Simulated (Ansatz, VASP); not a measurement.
# KI in two plane-wave programs

One calculation is typed for both programs; each brings its own data sets. How far apart do they land? The cell is taken from a series of runs on this material, whose earlier steps may have relaxed, scaled, displaced or heated it; both programs get it as it stands.

Program: Ansatz 0.2.0. Level of theory: plane waves, with VASP 6.6.1 beside it; zone-centre phonons at r2SCAN. Results are calculated unless marked as measured.

### 1. Set-up

The structure is cubic, space group Fm-3m (No. 225). Conventional cell: a = 7.093 Å, b = 7.093 Å, c = 7.093 Å, α = 90.00°, β = 90.00°, γ = 90.00°. Nearest to K lie 6 I at 3.55 Å. I has 6 K at 3.55 Å nearest. Farther neighbours and most contacts between anions are not listed.

### 2. VASP: zone-centre phonons, r2SCAN

Second derivatives magnify differences that forces hide, and they need a tight electronic threshold.

Lines of VASP's logs that name or quote its potential files are left out, and so is its time.

File INCAR:

```
SYSTEM = KI
PREC = Accurate
ENCUT = 550
EDIFF = 1E-08
NELM = 120
ISMEAR = 0
SIGMA = 0.01
LREAL = .FALSE.
ALGO = Normal
METAGGA = R2SCAN
LASPH = .TRUE.
NBANDS = 14
LORBIT = 11
LWAVE = .FALSE.
LCHARG = .FALSE.
ISIF = 2
IBRION = 6
NFREE = 2
POTIM = 0.015
NSW = 1
GGA_COMPAT = .FALSE.
EFERMI = MIDGAP
LMIXTAU = .TRUE.
KPAR = 2
```

File POSCAR:

```
KI
1.0
    0.0000000000      3.5462818179      3.5462818179
    3.5462818179      0.0000000000      3.5462818179
    3.5462818179      3.5462818179      0.0000000000
K I
1 1
Direct
    0.0000000000      0.0000000000      0.0000000000
    0.5000000000      0.5000000000      0.5000000000
```

File KPOINTS:

```
Automatic mesh
0
Gamma
8 8 8
0 0 0
```

Potentials, in the order of the species: K_sv and I (PBE family, release 64).

Command:

```
$ mpirun -np 2 vasp_std
```

Numbers of over 12 decimals in the logs are rounded to 6 here.

The program printed:

```text
[banner, memory and clock lines left out]
running    2 mpi-ranks, on    1 nodes
 distrk:  each k-point on    1 cores,    2 groups
 distr:  one band on    1 cores,    1 groups

 POSCAR found type information on POSCAR K I
 POSCAR found :  2 types and       2 ions
|                                                                             |
|               ----> ADVICE to this user running VASP <----                  |
|                                                                             |
|     You enforced a specific xc type in the INCAR file but a different       |
|     [... a line on the potential file left out ...]
|     I HOPE YOU KNOW WHAT YOU ARE DOING!                                     |
|                                                                             |

 LDA part: xc-table for (None), standard interpolation
 POSCAR, INCAR and KPOINTS ok, starting setup
 FFT: planning ... GRIDC
 FFT: planning ... GRID_SOFT
 FFT: planning ... GRID
 WAVECAR not read
 entering main loop
       N       E                     dE             d eps       ncg     rms          rms(c)
DAV:   1     0.654186565109E+02    0.65419E+02   -0.68709E+03   812   0.103E+03
DAV:   2    -0.308150882056E+02   -0.96234E+02   -0.89758E+02  1038   0.240E+02
DAV:   3    -0.369977090676E+02   -0.61826E+01   -0.61490E+01  1156   0.522E+01
DAV:   4    -0.373376199800E+02   -0.33991E+00   -0.33974E+00  1340   0.108E+01
DAV:   5    -0.373399076379E+02   -0.22877E-02   -0.22876E-02  1098   0.988E-01    0.314E+00
DAV:   6    -0.345635294575E+02    0.27764E+01   -0.11412E+00  1296   0.985E+00    0.246E+00
DAV:   7    -0.339168692022E+02    0.64666E+00   -0.31296E-01  1226   0.476E+00    0.103E+00
DAV:   8    -0.346306052292E+02   -0.71374E+00   -0.34707E-01   896   0.426E+00    0.595E-01
DAV:   9    -0.339551266275E+02    0.67548E+00   -0.22359E-01   818   0.394E+00    0.397E-01
DAV:  10    -0.339769377312E+02   -0.21811E-01   -0.51942E-02   812   0.256E+00    0.397E-01
DAV:  11    -0.339591119226E+02    0.17826E-01   -0.14533E-02   812   0.126E+00    0.176E-01
DAV:  12    -0.339596891137E+02   -0.57719E-03   -0.19410E-03   980   0.584E-01    0.112E-01
DAV:  13    -0.339836390796E+02   -0.23950E-01   -0.70540E-03   812   0.880E-01    0.368E-02
DAV:  14    -0.339843871526E+02   -0.74807E-03   -0.19052E-03   824   0.488E-01    0.191E-02
DAV:  15    -0.339844236525E+02   -0.36500E-04   -0.43378E-05  1302   0.621E-02    0.181E-02
DAV:  16    -0.339845695057E+02   -0.14585E-03   -0.12006E-05   854   0.359E-02    0.163E-02
DAV:  17    -0.339848945046E+02   -0.32500E-03   -0.12582E-04   812   0.113E-01    0.126E-02
DAV:  18    -0.339849267302E+02   -0.32226E-04   -0.30384E-05   812   0.651E-02    0.781E-03
DAV:  19    -0.339849282948E+02   -0.15646E-05   -0.41598E-06   878   0.222E-02    0.367E-03
DAV:  20    -0.339849266821E+02    0.16127E-05   -0.57887E-06   824   0.271E-02    0.154E-03
DAV:  21    -0.339849297092E+02   -0.30271E-05   -0.19365E-06   860   0.177E-02    0.148E-03
DAV:  22    -0.339849301153E+02   -0.40612E-06   -0.14698E-07  1022   0.420E-03    0.115E-03
DAV:  23    -0.339849302567E+02   -0.14139E-06   -0.13681E-07   860   0.449E-03    0.443E-04
DAV:  24    -0.339849302539E+02    0.27849E-08   -0.39541E-08   842   0.219E-03
   1 F= -.33984930E+02 E0= -.33984930E+02  d E =0.000000E+00
[...]
2 F= -.33984807E+02 E0= -.33984807E+02  d E =0.000000E+00
[...]
3 F= -.33984807E+02 E0= -.33984807E+02  d E =0.000000E+00
[...]
4 F= -.33984806E+02 E0= -.33984806E+02  d E =0.000000E+00
 Finite differences progress:
  Degree of freedom:   2/  2
  Displacement:        1/  2
  Total:               3/  4
 bond charge predicted
       N       E                     dE             d eps       ncg     rms          rms(c)
DAV:   1    -0.339825506088E+02    0.22554E-02   -0.47547E-01  1682   0.295E+00    0.130E-01
DAV:   2    -0.339845465124E+02   -0.19959E-02   -0.14322E-02  1790   0.715E-01    0.430E-02
DAV:   3    -0.339846616668E+02   -0.11515E-03   -0.83063E-04  1730   0.282E-01    0.317E-02
DAV:   4    -0.339845548207E+02    0.10685E-03   -0.61148E-04  1652   0.252E-01    0.123E-02
DAV:   5    -0.339847859635E+02   -0.23114E-03   -0.24505E-04  1652   0.169E-01    0.351E-03
DAV:   6    -0.339848005635E+02   -0.14600E-04   -0.23561E-05  1996   0.479E-02    0.791E-03
DAV:   7    -0.339847965135E+02    0.40500E-05   -0.38405E-06  1826   0.206E-02    0.788E-03
DAV:   8    -0.339847946850E+02    0.18285E-05   -0.20879E-06  1670   0.158E-02    0.648E-03
DAV:   9    -0.339848046052E+02   -0.99202E-05   -0.19520E-06  1676   0.157E-02    0.487E-03
DAV:  10    -0.339848059586E+02   -0.13534E-05   -0.71686E-07  1784   0.963E-03    0.490E-03
DAV:  11    -0.339848059690E+02   -0.10337E-07   -0.25275E-08  2270   0.110E-03    0.598E-03
DAV:  12    -0.339848059571E+02    0.11810E-07   -0.38426E-09  1330   0.715E-04    0.588E-03
DAV:  13    -0.339848059958E+02   -0.38607E-07   -0.66827E-09  1240   0.910E-04    0.286E-03
DAV:  14    -0.339848060000E+02   -0.42530E-08   -0.19345E-09   910   0.431E-04
   5 F= -.33984806E+02 E0= -.33984806E+02  d E =0.000000E+00
 Finite differences progress:
  Degree of freedom:   2/  2
  Displacement:        2/  2
  Total:               4/  4
```

Parts of OUTCAR (step 2):

```text
ion  position               nearest neighbor table
   1  0.000  0.000  0.000-   2 3.55   2 3.55   2 3.55   2 3.55   2 3.55   2 3.55
   2  0.500  0.500  0.500-   1 3.55   1 3.55   1 3.55   1 3.55   1 3.55   1 3.55

  LATTYP: Found a face centered cubic cell.
 ALAT       =     7.0925636358

 Subroutine GETGRP returns: Found 48 space group operations
 (whereof 48 operations were pure point group operations)

The static configuration has the point symmetry O_h .

 Found     29 irreducible k-points:

   k-points           NKPTS =     29   k-points in BZ     NKDIM =     29   number of bands    NBANDS=     14

   dimension x,y,z NGX =    40 NGY =   40 NGZ =   40
   dimension x,y,z NGXF=    80 NGYF=   80 NGZF=   80

   ENCUT  =  550.0 eV  40.42 Ry    6.36 a.u.   9.59  9.59  9.59*2*pi/ulx,y,z

   NELECT =      16.0000    total number of electrons

 k-points in reciprocal lattice and weights: Automatic mesh
   0.00000000  0.00000000  0.00000000       0.002
   0.12500000  0.00000000  0.00000000       0.016
   0.25000000  0.00000000  0.00000000       0.016
   0.37500000  0.00000000  0.00000000       0.016
   0.50000000  0.00000000  0.00000000       0.008
   0.12500000  0.12500000  0.00000000       0.012
   0.25000000  0.12500000  0.00000000       0.047
   0.37500000  0.12500000  0.00000000       0.047
   0.50000000  0.12500000  0.00000000       0.047
[...]
-0.37500000  0.50000000  0.12500000       0.023
  -0.25000000  0.50000000  0.25000000       0.012

 average (electrostatic) potential at core
       1 -39.9092       2 -99.2737

 E-fermi :   1.4751

 k-point     1 :       0.0000    0.0000    0.0000
  band No.  band energies     occupation
    ...
      4     -13.2066      2.00000
      5     -11.6095      2.00000
      6      -0.8143      2.00000
      7      -0.8143      2.00000
      8      -0.8143      2.00000
      9       3.7645      0.00000
     10       6.2399      0.00000
     11       6.2400      0.00000
     12       6.2400      0.00000
     13       7.0833      0.00000
    ...

 k-point     2 :       0.1250    0.0000    0.0000
  band No.  band energies     occupation
    ...
      4     -13.2069      2.00000
      5     -11.5672      2.00000
      6      -1.0577      2.00000
      7      -0.8659      2.00000
      8      -0.8659      2.00000
      9       4.1363      0.00000
     10       6.1461      0.00000
     11       6.4148      0.00000
     12       6.4148      0.00000
     13       7.2637      0.00000
    ...

 k-point     3 :       0.2500    0.0000    0.0000
  band No.  band energies     occupation
    ...
      4     -13.2075      2.00000
      5     -11.4682      2.00000
      6      -1.5481      2.00000
      7      -0.9845      2.00000
      8      -0.9845      2.00000
      9       4.8182      0.00000
     10       6.2924      0.00000
     11       6.8742      0.00000
     12       6.8742      0.00000
     13       7.7875      0.00000
    ...

  Total        0.0032024      0.0013041      0.0013041     -0.0000000      0.0000000      0.0000000
  in kB        0.0575231      0.0234247      0.0234247     -0.0000000      0.0000000      0.0000000
  external PRESSURE =       0.0347908 kB  Pullay stress =       0.0000000 kB

  energy-cutoff  :      550.00
  volume of cell :       89.20
      direct lattice vectors                 reciprocal lattice vectors
     0.000000000  3.546281818  3.546281818    -0.140992743  0.140992743  0.140992743
     3.546281818  0.000000000  3.546281818     0.140992743 -0.140992743  0.140992743
     3.546281818  3.546281818  0.000000000     0.140992743  0.140992743 -0.140992743

 POSITION                                       TOTAL-FORCE (eV/Angst)
 -----------------------------------------------------------------------------------
      0.00000      0.00000      0.00000        -0.016853      0.000000      0.000000
      3.53128      3.54628      3.54628         0.016853      0.000000      0.000000
 -----------------------------------------------------------------------------------
    total drift:                               -0.000892     -0.000000     -0.000000

  FREE ENERGIE OF THE ION-ELECTRON SYSTEM (eV)
  ---------------------------------------------------
  free  energy   TOTEN  =       -33.9848060000 eV

  energy  without entropy=      -33.9848060000  energy(sigma->0) =      -33.98480600

 Eigenvectors and eigenvalues of the dynamical matrix
 ----------------------------------------------------

   1 f  =    3.035601 THz    19.073244 2PiTHz  101.256750 cm-1    12.554231 meV
             X         Y         Z           dx          dy          dz
      0.000000  0.000000  0.000000     0.000000    0.873666    0.000000
      3.546282  3.546282  3.546282     0.000000   -0.486527    0.000000

   2 f  =    3.035601 THz    19.073244 2PiTHz  101.256750 cm-1    12.554231 meV
             X         Y         Z           dx          dy          dz
      0.000000  0.000000  0.000000     0.873666    0.000000    0.000000
      3.546282  3.546282  3.546282    -0.486527    0.000000    0.000000

   3 f  =    3.035601 THz    19.073244 2PiTHz  101.256750 cm-1    12.554231 meV
             X         Y         Z           dx          dy          dz
      0.000000  0.000000  0.000000     0.000000    0.000000    0.873666
      3.546282  3.546282  3.546282     0.000000    0.000000   -0.486527

   4 f/i=    0.004221 THz     0.026524 2PiTHz    0.140812 cm-1     0.017458 meV
             X         Y         Z           dx          dy          dz
      0.000000  0.000000  0.000000    -0.486527    0.000000    0.000000
      3.546282  3.546282  3.546282    -0.873666    0.000000    0.000000

   5 f/i=    0.004221 THz     0.026524 2PiTHz    0.140812 cm-1     0.017458 meV
             X         Y         Z           dx          dy          dz
      0.000000  0.000000  0.000000     0.000000   -0.486527    0.000000
      3.546282  3.546282  3.546282     0.000000   -0.873666    0.000000

   6 f/i=    0.004221 THz     0.026524 2PiTHz    0.140812 cm-1     0.017458 meV
             X         Y         Z           dx          dy          dz
      0.000000  0.000000  0.000000     0.000000    0.000000   -0.486527
      3.546282  3.546282  3.546282     0.000000    0.000000   -0.873666

 ELASTIC MODULI CONTR FROM IONIC RELAXATION (kBar)
 Direction    XX          YY          ZZ          XY          YZ          ZX
 --------------------------------------------------------------------------------
 XX           0.0000      0.0000      0.0000      0.0000      0.0000      0.0000
 YY           0.0000      0.0000      0.0000      0.0000      0.0000      0.0000
 ZZ           0.0000      0.0000      0.0000      0.0000      0.0000      0.0000
 XY           0.0000      0.0000      0.0000      0.0000      0.0000      0.0000
 YZ           0.0000      0.0000      0.0000      0.0000      0.0000      0.0000
 ZX           0.0000      0.0000      0.0000      0.0000      0.0000      0.0000
 --------------------------------------------------------------------------------

 total charge
# of ion       s       p       d       tot
------------------------------------------
    1        1.958   5.678   0.020   7.655
    2        1.491   2.895   0.001   4.387
--------------------------------------------------
tot          3.449   8.572   0.021  12.042

[... 3 further parts left out ...]
```

CONTCAR:

```
KI
   1.00000000000000
     0.0000000000000000    3.5462818179000002    3.5462818179000002
     3.5462818179000002    0.0000000000000000    3.5462818179000002
     3.5462818179000002    3.5462818179000002    0.0000000000000000
  K               I
     1     1
Direct
     0.0000000000000000    0.0000000000000000    0.0000000000000000
     0.5021148911409532    0.4978851088590469    0.4978851088590468
```

Levels, forces or a CONTCAR printed for this step are those of its last displaced cell, not of the structure at rest.

[end of part 1 of 2]

[Lines on the potential files, build, host, timing and source positions are cut from VASP's logs without a mark.]

[Logs are printed without paths, hosts, clocks, repeated set-up lines and the standing remarks that a program may print on its own settings, such as how far it seeks lower states.]

[Hosts, paths, dates, database ids (printed as entryN), source tags and the programs' standing remarks are cut or masked in the printed files.]
